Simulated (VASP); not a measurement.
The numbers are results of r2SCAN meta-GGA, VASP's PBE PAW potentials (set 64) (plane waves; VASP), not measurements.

A VASP calculation is set up with these files.

File POSCAR:
```
TiB2
1
    1.4821252769    -2.5671163087     0.0000000000
    1.4821252769     2.5671163087     0.0000000000
    0.0000000000     0.0000000000     3.1636213810
Ti B
1 2
Direct
  0.0000000000   0.0000000000   1.0000000000
  0.3333330000   0.6666670000   0.5000000000
  0.6666670000   0.3333330000   0.5000000000
```

**KPOINTS**
```
Automatic mesh
0
gamma
12 12 10
0 0 0
```

**INCAR**
```
SYSTEM = TiB2
PREC = Accurate
ENCUT = 520
EDIFF = 1E-7
NELM = 100
ALGO = Normal
LREAL = .FALSE.
LASPH = .TRUE.
ISMEAR = 1
SIGMA = 0.1
METAGGA = R2SCAN
LMIXTAU = .TRUE.
LMAXMIX = 4
LWAVE = .FALSE.
LCHARG = .FALSE.
ISIF = 4
IBRION = 2
NSW = 30
EDIFFG = -0.01
```

POTCAR, in this order: Ti_sv B (PBE.64 set). Program: vasp_std.

Output

**OSZICAR**
```
       N       E                     dE             d eps       ncg     rms          rms(c)
DAV:   1     0.129263533786E+03    0.12926E+03   -0.95665E+03  2969   0.165E+03
DAV:   2    -0.282958092779E+02   -0.15756E+03   -0.15274E+03  3049   0.418E+02
DAV:   3    -0.390543075407E+02   -0.10758E+02   -0.10624E+02  4208   0.102E+02
DAV:   4    -0.394930644210E+02   -0.43876E+00   -0.43834E+00  3824   0.187E+01
DAV:   5    -0.395054098883E+02   -0.12345E-01   -0.12345E-01  4290   0.280E+00    0.195E+01
DAV:   6    -0.307826309752E+02    0.87228E+01   -0.25083E+01  4082   0.750E+01    0.361E+00
DAV:   7    -0.308214346529E+02   -0.38804E-01   -0.16298E+00  3184   0.156E+01    0.339E+00
DAV:   8    -0.307855989585E+02    0.35836E-01   -0.61625E-01  3369   0.104E+01    0.114E+00
DAV:   9    -0.307336762633E+02    0.51923E-01   -0.86382E-01  3342   0.135E+01    0.124E+00
DAV:  10    -0.308840625186E+02   -0.15039E+00   -0.25461E-01  3512   0.571E+00    0.401E-01
DAV:  11    -0.308864211364E+02   -0.23586E-02   -0.53772E-03  3234   0.917E-01    0.372E-01
DAV:  12    -0.308866012082E+02   -0.18007E-03   -0.14130E-03  3359   0.430E-01    0.119E-01
DAV:  13    -0.308861292352E+02    0.47197E-03   -0.27762E-03  3487   0.477E-01    0.576E-02
DAV:  14    -0.308862402291E+02   -0.11099E-03   -0.22270E-04  3363   0.202E-01    0.823E-02
DAV:  15    -0.308864534535E+02   -0.21322E-03   -0.54398E-04  3194   0.301E-01    0.589E-02
DAV:  16    -0.308864700270E+02   -0.16574E-04   -0.39276E-05  3179   0.995E-02    0.204E-02
DAV:  17    -0.308864845425E+02   -0.14515E-04   -0.96549E-06  3254   0.408E-02    0.233E-02
DAV:  18    -0.308864814521E+02    0.30905E-05   -0.16237E-05  3989   0.582E-02    0.637E-03
DAV:  19    -0.308864815285E+02   -0.76452E-07   -0.58317E-07  3509   0.978E-03
   1 F= -.30886482E+02 E0= -.30886344E+02  d E =-.308865E+02
       N       E                     dE             d eps       ncg     rms          rms(c)
DAV:   1    -0.308918350913E+02   -0.53536E-02   -0.26648E-01  3214   0.866E+00    0.498E-01
DAV:   2    -0.308893556683E+02    0.24794E-02   -0.14701E-02  3059   0.127E+00    0.293E-01
DAV:   3    -0.308885561619E+02    0.79951E-03   -0.12649E-03  3599   0.556E-01    0.829E-02
DAV:   4    -0.308883518701E+02    0.20429E-03   -0.46699E-04  3099   0.247E-01    0.126E-02
DAV:   5    -0.308883732349E+02   -0.21365E-04   -0.11774E-04  3079   0.140E-01    0.882E-03
DAV:   6    -0.308883384372E+02    0.34798E-04   -0.24054E-05  3024   0.753E-02    0.208E-03
DAV:   7    -0.308883429011E+02   -0.44639E-05   -0.36939E-06  3224   0.286E-02    0.178E-03
DAV:   8    -0.308883407056E+02    0.21954E-05   -0.33457E-07  3319   0.828E-03    0.806E-04
DAV:   9    -0.308883408971E+02   -0.19148E-06   -0.66277E-08  1802   0.327E-03    0.208E-04
DAV:  10    -0.308883396762E+02    0.12209E-05   -0.35797E-08  1512   0.309E-03    0.145E-04
DAV:  11    -0.308883403679E+02   -0.69165E-06   -0.15972E-08  1497   0.182E-03    0.354E-05
DAV:  12    -0.308883403170E+02    0.50926E-07   -0.14048E-09  1487   0.523E-04
   2 F= -.30888340E+02 E0= -.30888179E+02  d E =-.185879E-02
       N       E                     dE             d eps       ncg     rms          rms(c)
DAV:   1    -0.308884011830E+02   -0.60815E-04   -0.27313E-03  3209   0.876E-01    0.503E-02
DAV:   2    -0.308883730629E+02    0.28120E-04   -0.14991E-04  3085   0.129E-01    0.297E-02
DAV:   3    -0.308883655452E+02    0.75177E-05   -0.13181E-05  3609   0.571E-02    0.822E-03
DAV:   4    -0.308883670496E+02   -0.15043E-05   -0.47771E-06  3104   0.250E-02    0.126E-03
DAV:   5    -0.308883656099E+02    0.14396E-05   -0.11816E-06  3069   0.140E-02    0.880E-04
DAV:   6    -0.308883664274E+02   -0.81750E-06   -0.25461E-07  2878   0.777E-03    0.213E-04
DAV:   7    -0.308883659232E+02    0.50418E-06   -0.36358E-08  1557   0.299E-03    0.192E-04
DAV:   8    -0.308883660985E+02   -0.17530E-06   -0.44183E-09  1492   0.998E-04    0.589E-05
DAV:   9    -0.308883661164E+02   -0.17856E-07   -0.10573E-09  1482   0.433E-04
   3 F= -.30888366E+02 E0= -.30888205E+02  d E =-.188459E-02
```

OUTCAR:
```
------------------------ aborting loop because EDIFF is reached ----------------------------------------
  FORCE on cell =-STRESS in cart. coord.  units (eV):
  Direction    XX          YY          ZZ          XY          YZ          ZX
  --------------------------------------------------------------------------------------
  Total        2.7089331      2.7089332      2.7081451     -0.0000000     -0.0000000      0.0000000
  in kB      180.2867912    180.2867952    180.2343449     -0.0000000     -0.0000000      0.0000000
  external PRESSURE =     180.2693104 kB  Pullay stress =       0.0000000 kB
  volume of cell :       24.07
      direct lattice vectors                 reciprocal lattice vectors
     1.486624550 -2.574909281  0.000000000     0.336332398 -0.194181598 -0.000000000
     1.486624550  2.574909281 -0.000000000     0.336332398  0.194181598 -0.000000000
     0.000000000 -0.000000000  3.144500939    -0.000000000  0.000000000  0.318015488
 POSITION                                       TOTAL-FORCE (eV/Angst)
 -----------------------------------------------------------------------------------
      0.00000     -0.00000      0.00000        -0.000000     -0.000000      0.000000
      1.48662      0.85830      1.57225        -0.000000      0.000000      0.000000
      1.48662     -0.85830      1.57225         0.000000     -0.000000     -0.000000
 -----------------------------------------------------------------------------------
    total drift:                               -0.000000     -0.000000      0.000000
  FREE ENERGIE OF THE ION-ELECTRON SYSTEM (eV)
  ---------------------------------------------------
  free  energy   TOTEN  =       -30.8883661164 eV

  energy  without entropy=      -30.8878822360  energy(sigma->0) =      -30.88820482

 reached required accuracy - stopping structural energy minimisation
```
(Selected blocks of OUTCAR.)

**CONTCAR**
```
TiB2
   1.00000000000000
     1.4866245499988426   -2.5749092806103988    0.0000000000000000
     1.4866245499988426    2.5749092806103988   -0.0000000000000000
     0.0000000000000000   -0.0000000000000000    3.1445009393493377
  Ti              B
     1     2
Direct
     0.0000000000000000    0.0000000000000000    0.0000000000000000
     0.3333330000000032    0.6666669999999968    0.5000000000000000
     0.6666669999999968    0.3333330000000032    0.5000000000000000
```

The compound is TiB2 in the AlB2 type structure. This cell is one point of a volume scan, at 0.94 of the reference volume. Symmetry was kept, so distortions that lower it aren't found.
